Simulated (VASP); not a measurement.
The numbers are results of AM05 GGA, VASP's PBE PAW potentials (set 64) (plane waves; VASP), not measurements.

A VASP calculation is set up with these files.

KPOINTS:
```
Automatic mesh
0
Gamma
6 6 6
0 0 0
```

File POSCAR:
```
BaF2
1
    0.0000000000     3.0774773912     3.0774773912
    3.0774773912     0.0000000000     3.0774773912
    3.0774773912     3.0774773912     0.0000000000
Ba F
1 2
Direct
  0.0000000000   0.0000000000   0.0000000000
  0.2500000000   0.2500000000   0.2500000000
  0.7500000000   0.7500000000   0.7500000000
```

**INCAR**
```
# general
SYSTEM  = BaF2
PREC    = Accurate
ENCUT   = 520
LREAL   = .False.
LASPH   = .True.

# electronic loop
EDIFF   = 1E-7
NELM    = 100
ALGO    = Normal
LMAXMIX = 4

# smearing
ISMEAR  = 0
SIGMA   = 0.05

# functional
GGA     = AM

# ions
ISIF    = 2

# output
LWAVE   = .False.
LCHARG  = .False.
```

POTCAR, in this order: Ba_sv F (PBE.64 set). Program: vasp_std.

Question: Predict the energy per atom (σ→0), pressure.

Answer: 
```
Quantity                        Value
---------------------  --------------
energy per atom (σ→0)  -5.709 eV/atom
pressure                     1.85 GPa
```

### OSZICAR
```
...
DAV:   9    -0.171240655334E+02   -0.11090E-01   -0.16020E-02   600   0.869E-01    0.163E-01
DAV:  10    -0.171273574959E+02   -0.32920E-02   -0.53124E-03   528   0.469E-01    0.364E-02
DAV:  11    -0.171273609824E+02   -0.34865E-05   -0.22039E-04   664   0.118E-01    0.183E-02
DAV:  12    -0.171273982972E+02   -0.37315E-04   -0.84467E-05   512   0.667E-02    0.414E-03
DAV:  13    -0.171273983712E+02   -0.73970E-07   -0.11210E-06   712   0.818E-03    0.275E-03
DAV:  14    -0.171273987629E+02   -0.39173E-06   -0.63927E-07   488   0.667E-03    0.140E-03
DAV:  15    -0.171273987077E+02    0.55274E-07   -0.45956E-08   456   0.173E-03
   1 F= -.17127399E+02 E0= -.17127399E+02  d E =-.200507E-21
```

The compound is BaF2 in the fluorite structure. This cell is one point of a volume scan, at 0.97 of the reference volume.
